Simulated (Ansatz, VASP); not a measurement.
## Two plane-wave programs on SrCaSO

```xyz
4
Lattice="4.0147 0.0000 0.0000 0.0000 4.0147 0.0000 0.0000 0.0000 5.3702" Properties=species:S:1:pos:R:3 pbc="T T T"
Sr    0.0000    0.0000    0.0000
Ca    2.0074    2.0074    2.6851
S     2.0074    2.0074    0.0000
O     0.0000    0.0000    2.6851
```

Alike in both runs: functional PBE; k mesh 8 × 8 × 6; occupations gaussian, width 0.02 eV; no spin polarisation.

Ansatz relaxed the structure, and its values are those at the end. VASP's run is a single point on that final structure, the one shown.

```csv
,VASP,Ansatz
version,VASP 6.6.1,Ansatz 0.2.0
potentials or method,"VASP PAW PBE potentials, release 64 (Sr_sv, Ca_sv, S, O)","scalar-relativistic, plane waves, PAW"
plane-wave cutoff (eV),520,420
valence electrons in the cell,32,32
```

Ansatz gave:

```
gap on the k mesh at the Fermi level (eV) : 2.20
least direct gap on the mesh (eV)         : 2.20
pressure (GPa)                            : 0.0
```

Q: What did VASP give for the same quantities?

A: gap on the k mesh at the Fermi level (eV): 2.18; least direct gap on the mesh (eV): 2.18; pressure (GPa): 0.2.

A k mesh can miss the band edges. A hybrid or GW would open this gap; PBE tends to underestimate it.
